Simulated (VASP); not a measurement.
The system is Be4CuSi.

```
CELL_PARAMETERS angstrom
0.00000 3.05927 3.05927
3.05927 0.00000 3.05927
3.05927 3.05927 0.00000
ATOMIC_POSITIONS crystal
Cu 0.25000 0.25000 0.25000
Si 0.00000 0.00000 0.00000
Be 0.12494 0.62502 0.62502
Be 0.62502 0.62502 0.62502
Be 0.62502 0.62502 0.12494
Be 0.62502 0.12494 0.62502
```

The cell comes from a database or a generator and needn't be the stable form of this composition.

- Program: VASP 6.6.1
- Task: single point
- Functional: PBE
- Potentials or basis: VASP PAW PBE potentials, release 64 (Cu, Si, Be)
- Cutoff: 520 eV
- k mesh: 8 × 8 × 8
- Occupations: fermi-dirac, width 0.05 eV
- Spin: no spin polarisation

On this cell: pressure -0.3 GPa; largest force 0.007 eV/Å; band gap on the k mesh none (metal or under the smearing width).

The same run follows on a disturbed copy (atoms moved at random, drawn with an rms of 0.05 Å):

```xyz
6
Lattice="0.0000 3.0593 3.0593 3.0593 0.0000 3.0593 3.0593 3.0593 0.0000" Properties=species:S:1:pos:R:3 pbc="T T T"
Cu    1.4909    1.5622    1.5546
Si   -0.0180   -0.0273    0.0751
Be    3.8302    2.3025    2.2924
Be    3.8369    3.8513    3.7307
Be    2.3069    2.3028    3.8152
Be    2.3086    3.8179    2.2334
```

What changes?

The energy (extrapolated to zero smearing) moves by +9.5 meV/atom; pressure 0.3 GPa; largest force 0.535 eV/Å; band gap on the k mesh none (metal or under the smearing width).

Forces on the atoms (eV/Å):
```
Cu   0.146 -0.102 -0.157
Si   0.065  0.156 -0.419
Be   0.042 -0.244 -0.170
Be  -0.005  0.062  0.532
Be  -0.046  0.144 -0.024
Be  -0.203 -0.016  0.238
```

Stress tensor (GPa, compression positive):
```
-0.06 -0.51 -0.06
-0.51 -0.09  0.24
-0.06  0.24  0.91
```
